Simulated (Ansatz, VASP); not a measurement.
# HfPb in two plane-wave programs, part 2 of 2

Wanted: the spread between two codes on one cell, functional and k mesh. The cell is invented: As first built, before any earlier steps moved the atoms (in the runner's words): it takes the Pb structure with some of its atoms replaced by other elements, volume scaled by an estimate. It may not be a known or stable phase. The cell is taken from a series of VASP runs on this material, whose earlier steps may have relaxed, scaled or displaced it; both programs get it as it stands. Valence electrons are named where the data sets of a main pair hold unlike numbers.

VASP 6.6.1 and Ansatz 0.2.0.

So far: Set-up; VASP: band structure, r2SCAN; Ansatz: band structure, r2SCAN; Differences.

## (5) VASP: electric field gradients, r2SCAN

Level of this step: r2SCAN; plane waves and PAW (Pb_d, Hf_pv); invented cell (VASP).

Field gradients test the density near the nuclei, where the PAW reconstruction matters most.

Input file INCAR:

```
SYSTEM = HfPb
PREC = Accurate
ENCUT = 400
EDIFF = 1E-07
NELM = 100
ISMEAR = 0
SIGMA = 0.05
LREAL = .FALSE.
ALGO = Normal
METAGGA = R2SCAN
LASPH = .TRUE.
LORBIT = 11
LWAVE = .FALSE.
LCHARG = .FALSE.
LEFG = .TRUE.
```

Input file POSCAR:

```
HfPb
1.0
    3.2891436265      0.0000000000      0.0000000000
    0.0000000000      3.2891436265      0.0000000000
    0.0000000000      0.0000000000      4.2878538950
Pb Hf
1 1
Direct
    0.0000000000      0.0000000000      0.0000000000
    0.5000000000      0.5000000000      0.5000000000
```

Input file KPOINTS:

```
Automatic mesh
0
Gamma
8 8 6
0 0 0
```

Potentials, in the order of the species: Pb_d and Hf_pv (PBE family, release 64).

Launch:

```sh
$ mpirun -np 1 vasp_std
```

Numbers of over 12 decimals in the logs are rounded to 6 here.

Output:

```text
[banner, memory and clock lines left out]
running    1 mpi-ranks, on    1 nodes
[...]
[... a notice as in an earlier step ...]

 LDA part: xc-table for (None), standard interpolation
 POSCAR, INCAR and KPOINTS ok, starting setup
[...]
entering main loop
       N       E                     dE             d eps       ncg     rms          rms(c)
[... 11 cycles as in an earlier step ...]
DAV:  12    -0.101288054110E+03   -0.50776E-05   -0.10652E-05  2456   0.363E-02    0.739E-03
DAV:  13    -0.101288053984E+03    0.12616E-06   -0.60294E-07  2416   0.967E-03    0.981E-04
DAV:  14    -0.101288053925E+03    0.59381E-07   -0.19329E-07  1680   0.392E-03
ion   1
     0.0000000    -0.0000000     0.0000000    -1.5993332     0.0000000    -0.0000000
     0.0000688    -0.0000000     0.0000000    -1.5993331     0.0000000    -0.0000000
     0.0000947    -0.0000000     0.0000000    -1.5993331     0.0000000    -0.0000000
     0.0001304    -0.0000000     0.0000000    -1.5993330     0.0000000    -0.0000000
[...]
0.0000000     0.0000000     0.0000000   307.5641466     0.0000000     0.0000000
     0.0000688     0.0000000     0.0000000   306.9436588     0.0000000     0.0000000
     0.0000947     0.0000000     0.0000000   306.6512232     0.0000000     0.0000000
     0.0001304     0.0000000     0.0000000   306.2075777     0.0000000     0.0000000
     0.0001796     0.0000000     0.0000000   305.5374775     0.0000000     0.0000000

ion   2
     0.0000000     0.0000000    -0.0000000    -2.0671951    -0.0000000     0.0000000
     0.0000654     0.0000000    -0.0000000    -2.0671952    -0.0000000     0.0000000
     0.0000901     0.0000000    -0.0000000    -2.0671952    -0.0000000     0.0000000
     0.0001241     0.0000000    -0.0000000    -2.0671952    -0.0000000     0.0000000
     0.0001709     0.0000000    -0.0000000    -2.0671953    -0.0000000     0.0000000

     0.0000000     0.0000000    -0.0000000   -69.0380423    -0.0000000     0.0000000
     0.0000654     0.0000000    -0.0000000   -69.0341390    -0.0000000     0.0000000
     0.0000901     0.0000000    -0.0000000   -69.0339352    -0.0000000     0.0000000
     0.0001241     0.0000000    -0.0000000   -69.0346786    -0.0000000     0.0000000
     0.0001709     0.0000000    -0.0000000   -69.0374617    -0.0000000     0.0000000

   1 F= -.10128805E+03 E0= -.10128735E+03  d E =-.140292E-02
```

Parts of OUTCAR (step 5):

```text
  Total       -0.0139359     -0.0139359     -0.0148306      0.0000000      0.0000000      0.0000000
  in kB       -0.4813251     -0.4813251     -0.5122285      0.0000000      0.0000000      0.0000000
  external PRESSURE =      -0.4916263 kB  Pullay stress =       0.0000000 kB

  FREE ENERGIE OF THE ION-ELECTRON SYSTEM (eV)
  ---------------------------------------------------
  free  energy   TOTEN  =      -101.2880539247 eV

  energy  without entropy=     -101.2866510055  energy(sigma->0) =     -101.28735247

[... 3 parts as in an earlier step ...]

[... 1 further part left out ...]
[key lines of the parts left out:]
E-fermi :   7.8801
```

The run ends at a pressure of -0.05 GPa.

## (6) Ansatz: electric field gradients, r2SCAN

The same cell, functional, mesh and smearing now go to Ansatz, which takes its cutoff from its data sets.

The cell is taken from a series of VASP runs on this material, whose earlier steps may have relaxed, scaled or displaced it; both programs get it as it stands.

Input file input.yaml:

```yaml
crystal:
  lattice:
    - [3.2891436265, 0.0, 0.0]
    - [0.0, 3.2891436265, 0.0]
    - [0.0, 0.0, 4.287853895]
  atoms:
    - { symbol: Pb, position: [0.0, 0.0, 0.0] }
    - { symbol: Hf, position: [0.5, 0.5, 0.5] }
hamiltonian:
  xc: r2scan
  pseudopotentials: { kind: paw }
kpoints:
  mp_grid: { grid: [8, 8, 6] }
scf:
  occupations: { method: gaussian, width: 0.05 }
  n_extra_bands: 4
output:
  forces: true
  stress: true
  eigenvalues: true
  efg: {}
```

Launch:

```sh
$ ansatz run input.yaml --threads 2 --pin off --max-ram 4608MiB --backend cpu --events-out ev --progress --plain --runs-dir out
```

Output:

```text
[...]
Hf, Pb: output.efg is read without spin–orbit coupling, which moves field gradients at and beside such atoms by some per cent and up to a factor of two; PAW files take it under magnetization.noncollinear and magnetization.spin_orbit
[...]
Crystal: 2 atoms, lattice volume = 46.388 Å³
[...]
--- Band table (eV; the first three rows and the last of 60) ---
  k-point 0: bands = [... 16 lower, 4.9442, 15.1706, 15.9346, 16.0140, 20.2438, 20.2438, 21.3367, 21.3367]
  k-point 1: bands = [... 16 lower, 5.1902, 13.3145, 16.0048, 17.1716, 19.3233, 19.3233, 21.6866, 22.6856]
  k-point 2: bands = [... 16 lower, 5.8062, 11.3295, 15.9864, 18.0421, 18.5035, 18.5035, 21.6514, 24.7306]
  k-point 59: bands = [... 16 lower, 11.0688, 13.3192, 13.3192, 13.6478, 19.5870, 20.5257, 20.8947, 20.8947]
[key lines of the parts left out:]
SCF converged after 8 iterations
Free energy (F): -27653.794698 eV
Fermi energy:    17.503509 eV
P = ⅓ Tr σ = 0.3605 GPa (3.605 kbar)
```

Wall time 2.8 s (2 threads of Intel Xeon 6975P-C (Granite Rapids), shared host); peak memory 0.6 GiB; 5.4 s of CPU time.

The run ends at a pressure of 0.36 GPa.

## (7) Differences

What differs besides the data sets and the points named for the pairs above, as far as they apply: Ansatz adds the response of the frozen cores to the gradients, VASP leaves it out; the data sets hold 40 valence electrons in Ansatz (on its default PAW (the set named soft_2) files) and 24 in VASP. Total energies have different zeros and are not compared.

The two programs side by side:

```csv
quantity,Ansatz,VASP,difference
pressure (GPa),0.36,-0.05,+0.41
Vzz at Pb1 (V/Å²),-389.5,-387.6,-2.0
Vzz at Hf2 (V/Å²),127.0,85.8,+41.2
```

## (8) Other set-ups

Further runs change the set-up of one program: Ansatz's method, potentials or start, or VASP's data sets, cutoff or form of LDA. The table gives Ansatz less VASP for each quantity, since a change that brings one quantity closer may part another.

```csv
run,pressure (GPa),Vzz at Pb1 (V/Å²),Vzz at Hf2 (V/Å²)
as above,0.41,-2.0,41
cores kept as stored,0.42,25,24
Ansatz's larger PAW set (cutoff 700 eV),0.47,-40,31
```

## (9) Results

| Item | Value |
| --- | --- |
| r.m.s. difference of levels near the Fermi level (band structure, r2SCAN) | 10 meV |
| difference in Vzz at Hf2 (electric field gradients, r2SCAN) | 41 V/Å² |

What this shows: The r.m.s. difference of levels near the Fermi level is 10 meV (band structure, r2SCAN), within the 80 meV picked in this series as the mark of a large difference. The data sets hold unlike numbers of valence electrons (40 in Ansatz and 24 in VASP), so part of the differences comes from the potentials. Electric field gradients, r2SCAN, cores kept as stored: the difference in Vzz at Pb1 goes from -2.0 to 25 V/Å²; the difference in Vzz at Hf2 goes from 41 to 24 V/Å². Electric field gradients, r2SCAN, Ansatz's larger PAW set (cutoff 700 eV): the difference in Vzz at Pb1 goes from -2.0 to -40 V/Å². 1 further run of this series is not shown here. How closely two codes agree says nothing of how well the functional describes the real material.

[Lines on the potential files, build, host, timing and source positions are cut from VASP's logs without a mark.]

[Logs are printed without paths, hosts, clocks, repeated set-up lines and the standing remarks that a program may print on its own settings, such as how far it seeks lower states.]

[Hosts, paths, dates, database ids (printed as entryN), source tags and the programs' standing remarks are cut or masked in the printed files.]
